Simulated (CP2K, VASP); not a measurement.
VASP input:

**INCAR**
```
ALGO  =  Normal
EDIFF  =  1E-6
ENCUT  =  300
GGA  =  PE
ISIF  =  2
ISMEAR  =  -1
LASPH  =  .True.
LCHARG  =  .False.
LMAXMIX  =  4
LREAL  =  .False.
LWAVE  =  .False.
NELM  =  100
PREC  =  Accurate
SIGMA  =  0.02
SYSTEM  =  Mg2Sn
```

### POSCAR
```
Mg2Sn
4.7809980
  0.0000000000   0.7071067589   0.7071067589
  0.7071067589   0.0000000000   0.7071067589
  0.7071067589   0.7071067589   0.0000000000
Mg Sn
2 1
Cartesian
  0.3535533794   0.3535533794   0.3535533794
  1.0606601383   1.0606601383   1.0606601383
  0.0000000000   0.0000000000   0.0000000000
```

File KPOINTS:
```
kpoints
0
G
 9 9 9
0 0 0
```

POTCAR, in this order: Mg Sn_d (PBE.64 set). Program: vasp_std.

### Question
Write an input for CP2K that does the same calculation.

### Answer
One input that does it (PBE, GPW, DZVP-MOLOPT-SR-GTH basis, GTH-PBE potentials (GTH_POTENTIALS)):
```
&GLOBAL
  PROJECT scf
  RUN_TYPE ENERGY_FORCE
  PRINT_LEVEL MEDIUM
&END GLOBAL
&FORCE_EVAL
  METHOD Quickstep
  STRESS_TENSOR ANALYTICAL
  &DFT
    BASIS_SET_FILE_NAME BASIS_MOLOPT
    POTENTIAL_FILE_NAME GTH_POTENTIALS
    &QS
      METHOD GPW
      EPS_DEFAULT 1E-10
    &END QS
    &MGRID
      CUTOFF 1000
      REL_CUTOFF 40
      NGRIDS 5
    &END MGRID
    &SCF
      SCF_GUESS ATOMIC
      EPS_SCF 1E-7
      MAX_SCF 100
      ADDED_MOS 5
      &DIAGONALIZATION
        ALGORITHM STANDARD
      &END DIAGONALIZATION
      &MIXING
        METHOD BROYDEN_MIXING
        ALPHA 0.2
        NBUFFER 12
        BETA 1
      &END MIXING
      &SMEAR ON
        METHOD FERMI_DIRAC
        ELECTRONIC_TEMPERATURE [K] 232.09
      &END SMEAR
    &END SCF
    &KPOINTS
      SCHEME MONKHORST-PACK 9 9 9
    &END KPOINTS
    &XC
      &XC_FUNCTIONAL PBE
      &END XC_FUNCTIONAL
    &END XC
    &PRINT
      &MO
        EIGENVALUES T
        OCCUPATION_NUMBERS T
        NDIGITS 8
        FILENAME mo
        &EACH
          QS_SCF 0
        &END EACH
        ADD_LAST NUMERIC
      &END MO
      &MULLIKEN ON
      &END MULLIKEN
    &END PRINT
  &END DFT
  &SUBSYS
    &CELL
      A 4.78099800 0.00000000 0.00000000
      B 2.39049900 4.14046600 0.00000000
      C 2.39049900 1.38015500 3.90366800
      PERIODIC XYZ
    &END CELL
    &COORD
      Mg       2.39049900     1.38015525     0.97591700
      Mg       7.17149700     4.14046575     2.92775100
      Sn       0.00000000     0.00000000     0.00000000
    &END COORD
    &KIND Mg
      BASIS_SET DZVP-MOLOPT-SR-GTH
      POTENTIAL GTH-PBE-q10
    &END KIND
    &KIND Sn
      BASIS_SET DZVP-MOLOPT-SR-GTH
      POTENTIAL GTH-PBE-q4
    &END KIND
  &END SUBSYS
  &PRINT
    &FORCES ON
    &END FORCES
    &STRESS_TENSOR ON
    &END STRESS_TENSOR
  &END PRINT
&END FORCE_EVAL
```
The two runs describe the same crystal, functional and task. Each code takes its own potentials, basis and convergence tests.

The structure is a typed Mg2Sn crystal (Fm-3m). The cell was not relaxed at this level, and it may have been scaled.
